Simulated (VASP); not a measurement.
Data:

```
Mg3Sb2
1.0
    2.29839    -3.98093     0.00000
    2.29839     3.98093     0.00000
    0.00000     0.00000     7.27175
Mg Sb
3 2
Direct
  0.00000   0.00000   0.00000
  0.33333   0.66667   0.63252
  0.66667   0.33333   0.36748
  0.33333   0.66667   0.22538
  0.66667   0.33333   0.77462
```

Calculation: PBE GGA, VASP's PBE PAW potentials (set 64) (plane waves; VASP). Numerical set-up: 500 eV cut-off, 6×6×3 Γ-centred mesh, Gaussian smearing of 0.050 eV, potentials Mg Sb.

Energy and stress use the plane-wave basis of the starting cell.

### Question
The ions, cell shape and volume at an external pressure of 5.0 GPa are relaxed. Which structure does the run end with?

### Answer

```
Mg3Sb2
1.0
    2.22915    -3.86101     0.00000
    2.22915     3.86101     0.00000
    0.00000     0.00000     7.01208
Mg Sb
3 2
Cartesian
  0.00000   0.00000   7.01208
  2.22915   1.28700   4.42870
  2.22915  -1.28700   2.58338
  2.22915   1.28700   1.54785
  2.22915  -1.28700   5.46422
```
Space group P-3m1 (164), at a tolerance of 0.03 Å.

### Question
How do energy and volume change from the first to the last step?

### Answer
The energy (σ→0) changes by +36.1 meV/atom and the volume by -9.3 %, in 7 ionic steps.

The compound is Mg3Sb2 in the a-la2o3 structure. This run relaxes it under an external pressure of 5 GPa. Symmetry was kept, so distortions that lower it aren't found.
